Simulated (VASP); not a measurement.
OSZICAR of a VASP run on ZnO (wurtzite):

**OSZICAR**
```
       N       E                     dE             d eps       ncg     rms          rms(c)
DAV:   1     0.888553479286E+03    0.88855E+03   -0.31524E+04   808   0.816E+03
DAV:   2     0.950741307003E+02   -0.79348E+03   -0.76996E+03   936   0.198E+03
DAV:   3    -0.161156076380E+02   -0.11119E+03   -0.11036E+03   984   0.741E+02
DAV:   4    -0.207453135571E+02   -0.46297E+01   -0.46173E+01   800   0.111E+02
DAV:   5    -0.211415295557E+02   -0.39622E+00   -0.39565E+00   904   0.315E+01    0.103E+01
DAV:   6    -0.178246076929E+02    0.33169E+01   -0.11025E+01   978   0.221E+02    0.335E+00
DAV:   7    -0.179042507245E+02   -0.79643E-01   -0.18503E+00   864   0.541E+01    0.231E+00
DAV:   8    -0.178983276206E+02    0.59231E-02   -0.29333E-01   942   0.957E+00    0.882E-01
DAV:   9    -0.178807161183E+02    0.17612E-01   -0.43205E-02   906   0.742E+00    0.299E-01
DAV:  10    -0.178813031236E+02   -0.58701E-03   -0.25443E-02   900   0.661E+00    0.229E-01
DAV:  11    -0.178808127150E+02    0.49041E-03   -0.31556E-03   992   0.397E+00    0.149E-02
DAV:  12    -0.178808651045E+02   -0.52390E-04   -0.46148E-04   908   0.210E-01    0.850E-03
DAV:  13    -0.178808674002E+02   -0.22956E-05   -0.11176E-05   786   0.128E-01    0.321E-03
DAV:  14    -0.178808686570E+02   -0.12568E-05   -0.11479E-06   934   0.314E-02    0.142E-03
DAV:  15    -0.178808686076E+02    0.49438E-07   -0.33024E-08   388   0.487E-03    0.142E-03
DAV:  16    -0.178808685639E+02    0.43705E-07   -0.60997E-09   388   0.539E-03    0.137E-03
DAV:  17    -0.178808685656E+02   -0.17590E-08   -0.63965E-09   402   0.310E-03
   1 F= -.17880869E+02 E0= -.17880869E+02  d E =-.327863-146
```

Q: Which electronic solver shows in the log?

A: It is blocked Davidson (ALGO = Normal, or the opening steps of other solvers). The INCAR had ALGO = Normal.

Q: Can the final energy be trusted as converged?

A: The calculation finished and met its thresholds. It stopped with EDIFF = 1E-8, NELM = 100 (PBE GGA, plane waves, VASP's PBE PAW potentials (set 64)).

The compound is ZnO in the wurtzite structure. The cell was not relaxed at this level. The k-mesh is coarse (spacing up to 0.60 per Å, 2π included), so the numbers may not be converged in it.
